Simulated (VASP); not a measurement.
Given:

```xyz
2
Lattice="0.0000 2.4222 2.4222 2.4222 0.0000 2.4222 2.4222 2.4222 0.0000" Properties=species:S:1:pos:R:3 pbc="T T T"
Be     0.0000     0.0000     0.0000
S      1.2111     1.2111     1.2111
```

The numbers are results of MS2 meta-GGA, VASP's PBE PAW potentials (set 64) (plane waves; VASP), not measurements. Numerical set-up: 520 eV cut-off, 9×9×9 Γ-centred mesh, Gaussian smearing of 0.050 eV, potentials Be S.

Estimate the energy per atom (σ→0).

energy per atom (σ→0): -8.060 eV/atom

The absolute energy has meaning only against runs of the same code, potentials and settings.

The compound is BeS in the zinc blende structure. It was relaxed first.
